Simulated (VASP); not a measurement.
Level of theory: optB88-vdW, VASP's PBE PAW potentials (set 64) (plane waves; VASP 6.6.1).

A VASP calculation is set up with these files.

### KPOINTS
```
Automatic mesh
0
Gamma
15 15 15
0 0 0
```

File POSCAR:
```
Al
2.8921390
  0.0000000000   0.7071066809   0.7071066809
  0.7071066809   0.0000000000   0.7071066809
  0.7071066809   0.7071066809   0.0000000000
Al
1
Cartesian
  0.0000000000   0.0000000000   0.0000000000
```

**INCAR**
```
# general
SYSTEM   = Al
PREC     = Accurate
ENCUT    = 520
LREAL    = .False.
LASPH    = .True.

# electronic loop
EDIFF    = 1E-7
NELM     = 100
ALGO     = Normal

# smearing
ISMEAR   = 1
SIGMA    = 0.1

# functional
GGA      = BO
LUSE_VDW = .True.
AGGAC    = 0.0
PARAM1   = 0.1833333333
PARAM2   = 0.22

# ions
ISIF     = 2

# output
LWAVE    = .False.
LCHARG   = .False.
```

POTCAR, in this order: Al (PBE.64 set). Program: vasp_std.

What will the output report for the number of irreducible k-points (NKPTS), largest plane-wave count, number of space-group operations, FFT grid (NGX, NGY, NGZ)?

```json
{
 "number of irreducible k-points (NKPTS)": "120",
 "largest_plane_wave_count": "477",
 "number_of_space_group_operations": "48",
 "FFT grid (NGX, NGY, NGZ)": "24 × 24 × 24"
}
```

The compound is Al in the fcc structure. This cell is one point of a volume scan, at 1.03 of the reference volume.
